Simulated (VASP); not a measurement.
Data:

```xyz
2
Lattice="0.0000 3.3300 3.3300 3.3300 0.0000 3.3300 3.3300 3.3300 0.0000" Properties=species:S:1:pos:R:3 pbc="T T T"
Sr     0.0000     0.0000     0.0000
Te     3.3300     3.3300     3.3300
```

The numbers are results of vdW-DF-cx, VASP's PBE PAW potentials (set 64) (plane waves; VASP), not measurements. Numerical set-up: 520 eV cut-off, 6×6×6 Γ-centred mesh, Gaussian smearing of 0.050 eV, potentials Sr_sv Te.

Question: The ions, cell shape and volume are relaxed. Which structure does the run end with?

Answer: 
```xyz
2
Lattice="0.0000 3.3161 3.3161 3.3161 0.0000 3.3161 3.3161 3.3161 0.0000" Properties=species:S:1:pos:R:3 pbc="T T T"
Sr     0.0000     0.0000     0.0000
Te     3.3161     3.3161     3.3161
```
Space group Fm-3m (225), at a tolerance of 0.03 Å.

Question: How do energy and volume change from the first to the last step?

Answer: The energy (σ→0) changes by -0.6 meV/atom and the volume by -1.2 %, in 3 ionic steps.

| step | E(σ→0) (eV) | max force (eV/Å) | pressure (GPa) | volume (Å³) |
|---|---|---|---|---|
| 1 | -4.3898 | 0.000 | -0.43 | 73.85 |
| 2 | -4.3911 | 0.000 | 0.07 | 72.79 |
| 3 | -4.3911 | 0.000 | 0.00 | 72.93 |

The compound is SrTe in the rock salt structure. This run relaxes it. Symmetry was kept, so distortions that lower it aren't found.
